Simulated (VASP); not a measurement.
Computed with SCAN meta-GGA, VASP's PBE PAW potentials (set 64) (plane waves; VASP).

VASP ran on this input.

### POSCAR
```
CoAl
1
    2.8600000000     0.0000000000     0.0000000000
    0.0000000000     2.8600000000     0.0000000000
    0.0000000000     0.0000000000     2.8600000000
Al Co
1 1
Direct
  0.5000000000   0.5000000000   0.5000000000
  0.0000000000   0.0000000000   0.0000000000
```

**KPOINTS**
```
Automatic
0
Gamma
  11 11 11
```

INCAR:
```
! general
SYSTEM =CoAl
PREC   =Accurate
ENCUT  =520
LREAL  =.False.
LASPH  =.True.

! electronic loop
EDIFF  =1E-6
NELM   =100
ALGO   =Normal
LMAXMIX=4
LMIXTAU=.True.

! smearing
ISMEAR =1
SIGMA  =0.1

! functional
METAGGA=SCAN

! ions
IBRION =2
NSW    =60
ISIF   =3
EDIFFG =-0.01

! output
LWAVE  =.False.
LCHARG =.False.
```

POTCAR, in this order: Al Co (PBE.64 set). Program: vasp_std.

Problem. What will the output report for the number of irreducible k-points (NKPTS), largest plane-wave count, number of space-group operations, FFT grid (NGX, NGY, NGZ)?

Solution. 
```
Quantity                                      Result
--------------------------------------  ------------
number of irreducible k-points (NKPTS)            56
largest plane-wave count                         647
number of space-group operations                  48
FFT grid (NGX, NGY, NGZ)                24 × 24 × 24
```

The compound is CoAl in the CsCl type structure. This run relaxes it. Symmetry was kept, so distortions that lower it aren't found. The run is not spin-polarised, so no magnetic state was tried.
